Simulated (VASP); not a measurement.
Set up this calculation in VASP 6.6.1, as the native input.

```yaml
Task: single point
Functional: LDA
Potentials_or_basis: VASP PAW LDA potentials, release 64 (B, N)
Cutoff: 520 eV
k_mesh: 12 × 12 × 4
Occupations: gaussian, width 0.02 eV
Spin: no spin polarisation
Dipole_correction: no
Further_INCAR_settings: ALGO = Normal; EDIFF = 1e-06; NBANDS = 16
```

The structure of BN lies in POSCAR:

```
BN
1.0
    2.4889461807      0.0000000000      0.0000000000
   -1.2444730903      2.1554906211      0.0000000000
    0.0000000000      0.0000000000      6.4956603304
B N
2 2
Direct
    0.3333333333      0.6666666667      0.2500000000
    0.6666666667      0.3333333333      0.7500000000
    0.3333333333      0.6666666667      0.7500000000
    0.6666666667      0.3333333333      0.2500000000
```

The cell isn't the ideal one: relaxed again under DFT LDA, scalar-relativistic, plane waves, PAW.

The input as run:

INCAR

```
  PREC = Accurate
  ENCUT = 520
  EDIFF = 1E-6
  ISMEAR = 0
  SIGMA = 0.02
  LREAL = F
  LASPH = T
  NELM = 100
  ALGO = Normal
  ISIF = 2
  LWAVE = F
  LCHARG = F
  NBANDS = 16
```

KPOINTS

```
regular mesh
0
Gamma
  12 12 4
```

Potentials or basis: VASP PAW LDA potentials, release 64 (B, N).

The run is started by

```bash
$ cat potpaw_LDA.64/B/POTCAR potpaw_LDA.64/N/POTCAR > POTCAR
$ mpirun -np 1 vasp_std > vasp.out
```

It gave:

| Item | Value |
| --- | --- |
| Pressure | 0.4 GPa |
| Band gap on the k mesh | 4.05 eV, indirect (least direct gap 4.47 eV) |

Wall time 25 s on 1 thread of Intel(R) Xeon(R) Platinum 8259CL CPU @ 2.50GHz (Skylake/Cascade Lake) (shared host), peak memory 0.14 GiB.
